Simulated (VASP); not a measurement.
Set up this calculation in VASP 6.6.1, as the native input.

```yaml
Task: single point
Functional: PBE
Potentials_or_basis: VASP PAW PBE potentials, release 64 (Ta_pv, Al)
Cutoff: 520 eV
k_mesh: 2 × 3 × 2
Occupations: gaussian, width 0.1 eV
Spin: no spin polarisation
Dipole_correction: no
Further_INCAR_settings: LREAL = Auto; ALGO = Fast; EDIFF = 1e-06; NBANDS = 54
```

The structure of TaAl3 lies in POSCAR:

```
TaAl3
1.0
    7.6254290000     -0.6149020000      0.2760110000
   -0.5538220000      5.5029080000      1.0172050000
    0.4360110000     -0.9416360000      6.7367840000
Ta Al
4 12
Direct
    0.3802834800      0.7396469849      0.9464625799
    0.0325046983      0.1516969952      0.0762156548
    0.6193789916      0.0995746325      0.1777870229
    0.3709026099      0.0737547125      0.5676977527
    0.8516165999      0.4302191310      0.3465070870
    0.0662706939      0.7583442035      0.5028433514
    0.9225052277      0.1397431003      0.6010391649
    0.3916623129      0.2420051567      0.9434730337
    0.8012510979      0.3863395827      0.8571159960
    0.6320860769      0.5873703332      0.1681657376
    0.7884772175      0.8468982742      0.8642278654
    0.7508942534      0.8086287582      0.4283207997
    0.1520969041      0.4655261015      0.7412116973
    0.5648338111      0.5176930078      0.6717506067
    0.0187399167      0.6600950454      0.0287957275
    0.1878006924      0.3887984279      0.3787227315
```

The cell was built by a generator and needn't be a form met in nature.

One way to write it, as run:

INCAR

```
SYSTEM = TaAl3
PREC     = Accurate       ! precision mode
ENCUT    = 520            ! plane-wave cutoff, eV
EDIFF    = 1E-6           ! SCF threshold, eV
ISMEAR   = 0              ! smearing method
SIGMA    = 0.1            ! smearing width, eV
LREAL    = Auto         
LASPH    = .True.         ! aspherical terms in the spheres
NELM     = 100            ! most SCF steps
ALGO     = Fast           ! electronic algorithm
ISIF     = 2              ! what is computed and relaxed
LWAVE    = .False.        ! write WAVECAR
LCHARG   = .False.        ! write CHGCAR
GGA      = PE             ! functional
NBANDS   = 54             ! bands
```

KPOINTS

```
Automatic mesh
0
Gamma
  2 3 2
  0 0 0
```

Potentials or basis: VASP PAW PBE potentials, release 64 (Ta_pv, Al).

Command:

```console
$ cat potpaw_PBE.64/Ta_pv/POTCAR potpaw_PBE.64/Al/POTCAR > POTCAR
$ mpirun -np 1 vasp_std > vasp.out
```

It gave:

```
Pressure               : 5.9 GPa
Largest force          : 2.748 eV/Å
Band gap on the k mesh : none (metal or under the smearing width)
```

Caveat: the k mesh is coarse (spacing up to 0.46 Å⁻¹), so the values aren't converged.

Run time: 3.3 min on 1 thread of Intel(R) Xeon(R) 6975P-C (Granite Rapids), on a shared host, peak memory 0.38 GiB.
